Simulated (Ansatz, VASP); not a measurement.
# Al32O47 (V_O) in two plane-wave programs

Wanted: the spread between two codes on one cell, functional and k mesh. The cell is taken from a series of runs on this material, whose earlier steps may have relaxed, scaled, displaced or heated it; both programs get it as it stands.

Method: plane waves, with VASP 6.6.1 beside it; single point at HSE06, in Ansatz 0.2.0.

**1. The starting structure**

The cell holds 79 atoms: 32 Al and 47 O. Cell: a = 10.278 Å, b = 10.278 Å, c = 10.278 Å, α = 55.3°, β = 55.3°, γ = 55.3°. It derives from Al2O3 (Al2O3 (R-3c)). Nearest the centre at fractional (0.625, 0.278, 0.472): Al17 at 1.97 Å, Al2 at 1.98 Å, Al24 at 2.07 Å, Al23 at 2.08 Å, O79 at 2.47 Å, O40 at 2.47 Å, O65 at 2.59 Å, O42 at 2.60 Å. The cell carries charge +1.

As a file:

```xyz
79
Lattice="4.7733 2.7559 8.6752 -4.7733 2.7559 8.6752 0.0000 -5.5117 8.6752" Properties=species:S:1:pos:R:3 pbc="T T T"
Al   -0.0016    0.0019    8.3975
Al   -0.0930    0.0097   11.0191
Al   -0.0045    0.0057    1.9191
Al    0.0214    0.0201    4.5817
Al   -0.0068   -2.7389   12.7574
Al    0.0021   -2.7588   15.4195
Al    0.0063   -2.7577    6.2571
Al   -0.0045   -2.7636    8.9150
Al   -2.3938    1.3743   12.7694
Al   -2.3846    1.3707   15.4199
Al   -2.3837    1.3889    6.2595
Al   -2.4005    1.3793    8.9124
Al   -2.3808   -1.3871   17.0908
Al   -2.3884   -1.3927   19.7552
Al   -2.4179   -1.3882   10.5900
Al   -2.3922   -1.3729   13.2528
Al    2.4215    1.4609   12.8276
Al    2.3832    1.3785   15.4494
Al    2.3878    1.3589    6.2751
Al    2.3834    1.3788    8.9241
Al    2.3891   -1.3850   17.1026
Al    2.3905   -1.3752   19.7531
Al    2.4157   -1.4493   10.5286
Al    2.4308   -1.4398   13.3187
Al   -0.0012    2.7507   17.1028
Al   -0.0142    2.7687   19.7652
Al   -0.0007    2.7635   10.5941
Al   -0.0089    2.7586   13.2529
Al    0.0106   -0.0073   21.4423
Al    0.0021   -0.0113   24.1069
Al   -0.0020    0.0017   14.9229
Al    0.0132   -0.0123   17.5719
O     0.9236   -1.3755    5.4193
O     1.6561    0.1081    7.5900
O    -1.6382   -0.1037    5.4362
O     0.7435    1.5112    5.4129
O    -0.7278   -1.4986    7.5861
O    -0.9265    1.3801    7.5852
O     0.9303   -4.1278    9.7629
O     1.6589   -2.5811   11.9161
O    -1.6602   -2.8673    9.7529
O     0.7370   -1.2529    9.7766
O    -0.7276   -4.2390   11.9259
O    -0.9293   -1.3657   11.9162
O    -1.4806   -0.0128    9.7356
O    -0.7319    1.4881   11.9205
O    -4.0579    1.2612    9.7587
O    -1.6591    2.8592    9.7556
O    -3.1279   -0.1131   11.9211
O    -3.3169    2.7606   11.9289
O    -1.4528   -2.7465   14.0885
O    -0.7232   -1.2673   16.2471
O    -4.0532   -1.4932   14.0843
O    -1.6593    0.1131   14.0901
O    -3.1172   -2.8719   16.2614
O    -3.3130   -0.0007   16.2683
O     3.2778   -0.0029    9.7902
O     4.0312    1.4982   11.9312
O     0.7274    1.2516    9.7768
O     3.1155    2.8699    9.7570
O     1.4611    2.7541   11.9266
O     3.3305   -2.7880   14.1079
O     4.0411   -1.2666   16.2542
O     0.7473   -1.4639   14.0572
O     3.1005    0.1117   14.0712
O     1.6549   -2.8730   16.2620
O     1.4622   -0.0040   16.2572
O     0.9360    1.3721   14.0705
O     1.6519    2.8686   16.2619
O    -1.6569    2.6365   14.0942
O     0.7371    4.2426   14.0917
O    -0.7290    1.2626   16.2604
O    -0.9305    4.1246   16.2753
O     0.9289   -1.3823   18.4281
O     1.6515    0.1174   20.5936
O    -1.6401   -0.1464   18.4144
O     0.7034    1.4878   18.4340
O    -0.7346   -1.4870   20.5989
O    -0.9836    1.4049   20.6063
```

**2. Ansatz: single point, HSE06**

Ansatz runs on its PAW soft_1 files.

A single point gives forces, pressure and levels at one fixed geometry, so differences don't come from the geometry; what else differs is listed under the comparison.

Input file input.yaml:

```yaml
crystal:
  checkpoint: "../qp1_M1.relax.run"
  host: checkpoint
total_charge: 1
basis:
  ecutwfc: 420
  xc_grid: 2
hamiltonian:
  xc: hse06
  pseudopotentials: { kind: paw, azcp: { folder: soft_1 } }
kpoints:
  mp_grid: { grid: [1, 1, 1] }
magnetization:
  spin_polarized: true
  initial_magnetization: 1
  spin_locking: { lock_magnetization: hard }
scf:
  occupations: { method: fixed }
  max_iter: 60
  exx: { ecutfock_ratio: 4 }
output:
  forces: true
  charged_corrections:
    epsilon: [3.29, 3.29, 3.26]
    static_epsilon: [9.66, 9.66, 11.75]
    defect_position: [0.625, 0.277916, 0.472084]
  eigenvalues: true
checkpoint:
  write: "../qp1_M1.xf4.run"
  compress: false
  write_wavefunctions: false
  write_every: 100000
```

Command:

```
$ ansatz run input.yaml --threads 32 --pin off --max-ram 84787MiB --backend cuda --events-out ev --progress --plain --runs-dir out --max-vram 78GiB
```

Numbers of over 12 decimals in the logs are rounded to 6 here.

The log of the run:

```text
crystal.checkpoint: the structure is that of <dir>, a `relax` run, at its step 5: its result, under pbesol at a charge of 1 e; 79 atoms read, 0 with a starting moment; this deck's functional is hse06; no density is read with it (checkpoint.read); crystal.structure_sha256 for this input is
exact exchange: scf.exx.singularity resolves to wigner_seitz, which cuts the screened interaction at the faces of the exchange supercell's Wigner-Seitz cell, so that each pair interacts once, at the shortest of its separations (the periodic images that this leaves out come, for a point-like exchange hole, to about 0.017 eV on a filled level). The cut falls within the interaction's reach, and what an exchange supercel
Engine: ansatz 0.2.0, aarch64-unknown-linux-gnu
Pseudopotentials: kind: paw
Pseudopotential: Al, paw, valence charge 3, recommended cutoff 420 eV (normal), soft_1/Al.paw.azcp
Pseudopotential: O, paw, valence charge 6, recommended cutoff 420 eV (normal), soft_1/O.paw.azcp
Functional definition: HSE06
  parameter a = 0.25
  parameter omega = 0.11/bohr
  exchange = pbe_x - a*pbe_x_sr(omega) + a*exact_x_sr(omega)
  correlation = pbe_c
davidson cushion auto → on  (no smearing: the cushion is to keep the highest requested band from converging to the state above it; pin scf.eigensolver.cushion to override)
[...]
Crystal: 79 atoms, lattice volume = 684.717 Å³
Basis set: ecut = 420 eV, 13355 PW (Γ), exchange–correlation on 144×144×144 points (8 copies of the dense FFT grid, shifted against one another)
Bands: 268, of which v1, the nominal top of the filled ones, is band 189 counted from 1 (188 counted from 0)
Symmetry: 1 space group operations
Space group: P1 (ITA 1), of the structure as read, at distance tolerance 8.8e-5 Å
Magnetic group: BNS 1.1 (UNI 1), of the structure as read, at distance tolerance 8.8e-5 Å
k-points: 1
Non-local potential: Al, projectors of the file, l = 0: 2, l = 1: 2, l = 2: 1
Non-local potential: O, projectors of the file, l = 0: 2, l = 1: 2, l = 2: 1
PAW form: soft (Blöchl's): semilocal exchange-correlation on the pseudo side does not see the compensation charge
PAW frozen core: Al, regenerated for the run's functional, and the local potential with it (the file was generated under x = pbe(κ = 0.804, μ = 0.219515), c = pbe(β = 0.066725))
PAW frozen core: O, regenerated for the run's functional, and the local potential with it (the file was generated under x = pbe(κ = 0.804, μ = 0.219515), c = pbe(β = 0.066725))
PAW one-centre angular grid: Al, 110 points (default); XC on 64 Gauss nodes
PAW one-centre angular grid: O, 110 points (default); XC on 96 Gauss nodes
Initial density: superposition of atomic densities (chi_scale 0.1, normalization cell, long waves kept (reshape's long-wave potential 0.13 eV rms))
Starting moments: Σ|m| = 1 μB on 79 of 79 sites
Initial wavefunctions: pseudopotential atomic-orbital guess
[...]
Functional: x = pbe(κ = 0.804, μ = 0.219515), c = pbe(β = 0.066725), warm-up for x = pbe(κ = 0.804, μ = 0.219515) + 0.25 (exact − pbe) at short range (hse, ω = 0.207870 Å⁻¹), c = pbe(β = 0.066725); HSE06 as pw.x's `hse` composes it (authors' and Libxc's form: `xc: wpbeh`)
iter 1 solved again at ethr=3.13e-2 eV; its pass at ethr=1.00e-1 eV (dr2=1.18e2 eV) is discarded
SCF iter   1: F=—  HF=-44027.171391 eV  |Δ(HF+E_count)|=         —  Δρ=6.83e-2 (↑6.72e-2 ↓6.83e-2)  dr2=1.17e2  dr2_m=7.55e-2  M=1.000 μB ∫|m|=1.007 μB  Hψ=3142
preconditioner: auto → none  [insulator: Δε(μ)=2.639 eV  Ē_g=18.370 eV  n_scr=174 (ndim 8)  ℏωp=27.6 eV  f_vac=0.000]
SCF iter   2: F=—  HF=-43996.053103 eV  |Δ(HF+E_count)|=    3.11e1  Δρ=2.28e-2 (↑2.23e-2 ↓2.28e-2)  dr2=1.19e1  dr2_m=4.38e-2  M=1.000 μB ∫|m|=1.023 μB  Hψ=1216
[...]
SCF iter   8: F=-43995.530208 eV  HF=-43995.530260 eV  |Δ(HF+E_count)|=   1.12e-4  Δρ=6.50e-5 (↑6.50e-5 ↓6.32e-5)  dr2=8.74e-5  dr2_m=2.97e-7  M=1.000 μB ∫|m|=1.041 μB  Hψ=1558
SCF 1 stopped early in 8 iterations: F = -43995.530208 eV  dr2 = 8.74e-5
  greatest PAW one-centre occupation: 0.859 electrons in one spin orbital (limit 2), on the O atom at site 56 (counted from 0), in its partial waves of l = 0
[...]
Starting moments: Σ|m| = 1 μB on 79 of 79 sites; this step starts from the density that it was given
[...]
Exchange kernel: α = 0.2500, screened, ω = 0.2079 Å⁻¹, Wigner–Seitz truncation, v(0) = 850.7593 eV·Å³, q-mesh 1×1×1, nearest image of the exchange supercell L = 9.55 Å, pair-density grid 54×54×64, without the augmentation charges, whose exchange is taken in its separable form, smooth part of the exact exchange by density-matrix convolution of real orbitals (pair densities' operator) in up to 352.0 MiB of GPU memory a
Frozen-core exchange: fock
SCF iter   1: F=—  HF=-44006.637729 eV  |Δ(HF+E_count)|=         —  Δρ=3.82e-3 (↑3.82e-3 ↓3.82e-3)  dr2=2.06e-1  dr2_m=1.34e-4  M=1.000 μB ∫|m|=1.057 μB  Hψ=3358
preconditioner: auto → none  [insulator: Δε(μ)=5.254 eV  Ē_g=19.897 eV  n_scr=174 (ndim 8)  ℏωp=27.6 eV  f_vac=0.000]
SCF iter   2: F=—  HF=-44006.710307 eV  |Δ(HF+E_count)|=   7.26e-2  Δρ=2.94e-3 (↑2.94e-3 ↓2.93e-3)  dr2=1.07e-1  dr2_m=1.11e-4  M=1.000 μB ∫|m|=1.052 μB  Hψ=2330
[...]
SCF iter   6: F=-44006.659832 eV  HF=-44006.659836 eV  |Δ(HF+E_count)|=   6.24e-5  Δρ=1.86e-5 (↑1.86e-5 ↓1.85e-5)  dr2=4.82e-6  dr2_m=4.77e-8  M=1.000 μB ∫|m|=1.052 μB  Hψ=1538
SCF 2 stopped early in 6 iterations: F = -44006.659832 eV  dr2 = 4.82e-6
  Residual-converged pass: ⟨swp⟩=4.0  Hψ=1406  notcnv=0  max |occ|·‖R‖ = 6.5e-6 eV (tolerance 6.7e-6 eV)  dr2=5.03e-6  dr2_m=4.77e-8  dr2_onsite=5.26e-7  max |Δocc| = 0.0e0
  greatest PAW one-centre occupation: 0.862 electrons in one spin orbital (limit 2), on the O atom at site 56 (counted from 0), in its partial waves of l = 0
hybrid outer 1: dexx = +1.279e-1 eV, tail = 1.40e-4 eV
[...]
Exchange kernel: α = 0.2500, screened, ω = 0.2079 Å⁻¹, Wigner–Seitz truncation, v(0) = 850.7593 eV·Å³, q-mesh 1×1×1, nearest image of the exchange supercell L = 9.55 Å, pair-density grid 54×54×64, without the augmentation charges, whose exchange is taken in its separable form, smooth part of the exact exchange by density-matrix convolution of real orbitals (pair densities' operator) in up to 352.0 MiB of GPU memory a
Frozen-core exchange: fock
SCF iter   1: F=—  HF=-44006.659434 eV  |Δ(HF+E_count)|=         —  Δρ=1.43e-5 (↑1.39e-5 ↓1.43e-5)  dr2=1.42e-6  dr2_m=1.31e-8  M=1.000 μB ∫|m|=1.052 μB  Hψ=1439
[...]
SCF iter   2: F=—  HF=-44006.659436 eV  |Δ(HF+E_count)|=   1.64e-6  Δρ=9.41e-6 (↑9.32e-6 ↓9.41e-6)  dr2=4.65e-7  dr2_m=9.03e-9  M=1.000 μB ∫|m|=1.052 μB  Hψ=1964
SCF iter   3: F=—  HF=-44006.659436 eV  |Δ(HF+E_count)|=   5.48e-7  Δρ=5.12e-6 (↑5.12e-6 ↓4.92e-6)  dr2=1.29e-7  dr2_m=3.63e-9  M=1.000 μB ∫|m|=1.052 μB  Hψ=1445
SCF iter   4: F=—  HF=-44006.659437 eV  |Δ(HF+E_count)|=   2.03e-7  Δρ=1.62e-6 (↑1.44e-6 ↓1.62e-6)  dr2=2.38e-8  dr2_m=5.35e-10  M=1.000 μB ∫|m|=1.052 μB  Hψ=1741
SCF iter   5: F=—  HF=-44006.659437 eV  |Δ(HF+E_count)|=   8.26e-9  Δρ=5.49e-7 (↑4.62e-7 ↓5.49e-7)  dr2=4.47e-9  dr2_m=8.75e-11  M=1.000 μB ∫|m|=1.052 μB  Hψ=1494
SCF iter   6: F=-44006.659437 eV  HF=-44006.659437 eV  |Δ(HF+E_count)|=   1.62e-9  Δρ=1.77e-7 (↑1.77e-7 ↓1.16e-7)  dr2=4.60e-10  dr2_m=1.57e-11  M=1.000 μB ∫|m|=1.052 μB sched 1.17e-12)  Hψ=1359
SCF 3 converged in 6 iterations: F = -44006.659437 eV  dr2 = 4.60e-10
  Residual-converged pass: ⟨swp⟩=3.0  Hψ=1211  notcnv=0  max |occ|·‖R‖ = 2.4e-7 eV (tolerance 2.7e-7 eV)  dr2=4.83e-10  dr2_m=1.53e-11  dr2_onsite=2.42e-11  max |Δocc| = 0.0e0
hybrid outer 2: dexx = +1.438e-6 eV, tail = 2.43e-8 eV, Δε = 8.85e-4 eV (about 1.20e-5 eV left of the loop's levels), ΔF = 8.70e-4 eV/Å (tail 1.41e-4)
this state was not tested for a lower state beside it, because the functional holds exact exchange (a hybrid, or Hartree-Fock), whose exchange loop this test does not read (fock_operator); the stability check (scf.self_checks: high) cannot read this state: a pseudopotential is PAW: the check reads norm-conserving sets alone
hybrid SCF converged: 2 outer / 12 inner (+8 warm-up), last move |dexx| = 1.44e-6 eV, tail = 2.43e-8 eV
Magnetization: 1.0000 μB (189.0000 up, 188.0000 down)
Absolute magnetization: 1.0559 μB (∫|ρ↑−ρ↓|, with the PAW one-centre terms)
Spin contamination: 0.0015 ħ² per cell (⟨S²⟩ above its minimum at these occupations)
Per-site moments (μB) at R_I (Å): [(0.000266976, 0.761859), (0.018352, 0.760123), (0.000178679, 0.765775), (0.000218527, 0.764554), (0.000279588, 0.766630), (0.00013038, 0.761859), (-0.000135538, 0.767444), (0.00033554, 0.764554), (0.000201234,
Free energy (F): -44006.659437 eV
Frozen-core exchange: fock
Harris-Foulkes:  -44006.659437 eV  (|F-HF|=3.78e-10)
Internal energy: -44006.659437 eV  (E = F + TS)
E sigma→0 (E₀):  -44006.659437 eV
Fermi energy:    9.092329 (↑ 9.092329, ↓ 6.199411) eV
--- Per-component energies (eV) ---
  E_band       = -227.668015
  E_kinetic    = 8990.934832
  E_local      = -15870.301976  (includes V_loc(G=0)·N_el)
  E_nonlocal   = 2683.415844
  E_hartree    = 6100.160842
  E_xc         = -3754.136792
  E_vxc        = -4272.263221  (∫ρ·V_xc dr)
  E_exx        = -1067.539298  (= α·E_x^exact, valence–valence)
  E_paw        = -22541.992553  (= ΣΔE_a)
  E_vpaw       = -1824.734303  (= ΣTr[D̂ρ^β])
  E_aug_tail   = 0.036807  (compensation charges beyond the density's cutoff)
  E_ewald      = -18544.549004
  E_core_change = -2.688151  (= ΣΔE_core)
  E_smearing   = -0.000000  (= −TS)
  E_closure    = 0.000012  (closes the sum)
  E_deformation_potential = 18.414363  (in the stress; not in F)
  Σ components = -44006.659437   (vs F -44006.659437, Δ=0.00e0)
--- Forces (eV/Å), atoms counted from 1 ---
  atom   1  Al     0.00243464     0.00338405     0.01053038
  atom   2  Al    -0.18624140     0.01590744    -0.14471187
  atom   3  Al    -0.00001606     0.00322158     0.01941790
  atom   4  Al     0.01521762     0.00465173    -0.02397301
  atom   5  O     -0.03048533    -0.00180856    -0.00376002
  atom   6  O     -0.02726604    -0.02230976    -0.00385132
  [... 73 more lines of this table ...]
  max |Σ_I F_I| component: 8.06e-6 eV/Å
--- Charged-cell corrections in eV (Makov–Payne, q = +1.000 e, ε = [3.290, 3.290, 3.260] of the electrons, [9.660, 9.660, 11.750] with the ions) ---
  F (periodic)     = -44006.659437  (uncorrected; the corrections below are reported, never added to it)
  E_corr1          = +0.717906  (monopole, q²α_M/2ε̄L, of the cell on which ε is isotropic)
  F Makov-Payne    = n/a  (the rows are of the electrons' constant alone; ansatz place-levels tells what screens the charge)
  no potential alignment in this run, which stands beside a crystal: run the host's input off ansatz write-host-input, and read the two finished runs by ansatz place-levels (neither reads a slab, a wire or a sheet, whose cell leaves a vacuum)
--- Band table (eV) ---
  k-point 0 ↑: bands = ["-14.5315", "-13.5745", "-13.4980", "-13.4673", "-13.4026", "-13.3718", "-13.3645", "-13.3509", "-13.3354", "-13.3256", "-13.3232", "-13.2232", "-12.7025", "-12.6558", "-12.608
  k-point 0 ↓: bands = ["-14.5211", "-13.5588", "-13.4845", "-13.4546", "-13.3911", "-13.3623", "-13.3506", "-13.3455", "-13.3318", "-13.3212", "-13.3181", "-13.1923", "-12.6944", "-12.6371", "-12.596
```

[end of part 1 of 2]

[Lines on the potential files, build, host, timing and source positions are cut from VASP's logs without a mark.]

[Logs are printed without paths, hosts, clocks, repeated set-up lines and the standing remarks that a program may print on its own settings, such as how far it seeks lower states.]

[Hosts, paths, dates, database ids (printed as entryN), source tags and the programs' standing remarks are cut or masked in the printed files.]
